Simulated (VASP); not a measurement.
Consider the following.

```yaml
crystal:
  lattice:
    - [3.21102, 0.00000, 0.00000]
    - [0.00000, 3.32106, 0.00000]
    - [0.00000, 0.00000, 3.25327]
  atoms:
    - { symbol: In, position: [0.50000, 0.50000, 0.50000] }
    - { symbol: Pd, position: [0.02134, 0.00000, 0.00000] }
```

All values below come from PBE GGA, VASP's PBE PAW potentials (set 64) (plane waves; VASP). Run with 520 eV cut-off, 10×10×10 Γ-centred mesh, first-order Methfessel-Paxton smearing of 0.10 eV, potentials In_d Pd_pv.

Task: Which forces act on the atoms, in eV/Å?

Result: 
```
atom      Fx     Fy     Fz
----  ------  -----  -----
In1    0.290  0.000  0.000
Pd2   -0.290  0.000  0.000
```

Task: Give the stress tensor in GPa (positive for a compressed cell).

Result: 
```
5.44  0.00  0.00
0.00  5.53  0.00
0.00  0.00  5.57
```
The pressure is its mean diagonal, 5.52 GPa.

The compound is PdIn in the CsCl type structure. The cell was not relaxed at this level, atoms are displaced from their ideal sites. The run is one of a series of settings (ENCUT = 520, POTCAR In_d Pd_pv (PBE.64 set) against the base run), some of them coarse on purpose. The electron count is odd and the run is not spin-polarised, which forces a metal.
